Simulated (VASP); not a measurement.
Cu₂Te (space group P6/mmm): computed properties

Level of theory: r2SCAN meta-GGA, VASP's PBE PAW potentials (set 64) (plane waves; VASP 6.6.1).

```yaml
space_group: P6/mmm (191)
cell: a = b = 4.251 Å, c = 8.590 Å, α = β = 90.00°, γ = 120.00°
volume_per_atom: 22.41 Å³/atom
band gap (over mesh and band path): none (metal, semimetal or under 0.01 eV)
density: 6.29 g/cm³
```

```cif
data_Cu4Te2
_chemical_formula_sum 'Cu4 Te2'
_space_group_name_H-M_alt 'P 1'
_space_group_IT_number 1
_cell_length_a 4.25101
_cell_length_b 4.25101
_cell_length_c 8.59000
_cell_angle_alpha 90.000
_cell_angle_beta 90.000
_cell_angle_gamma 120.000
loop_
_space_group_symop_operation_xyz
  'x, y, z'
loop_
_atom_site_label
_atom_site_type_symbol
_atom_site_fract_x
_atom_site_fract_y
_atom_site_fract_z
_atom_site_occupancy
Cu1 Cu 0.66667 0.33333 0.14728 1
Cu2 Cu 0.33333 0.66667 0.85272 1
Cu3 Cu 0.33333 0.66667 0.14728 1
Cu4 Cu 0.66667 0.33333 0.85272 1
Te1 Te 0.00000 0.00000 0.26288 1
Te2 Te 0.00000 0.00000 0.73712 1
```

Unless said otherwise, spin-orbit coupling is left out, though it shifts the bands of the heavy elements here.

The structure comes from a computed database's Cu2Te entry (P6/mmm); how it stands against other phases isn't given here. It was relaxed first. Symmetry was kept, so distortions that lower it aren't found.
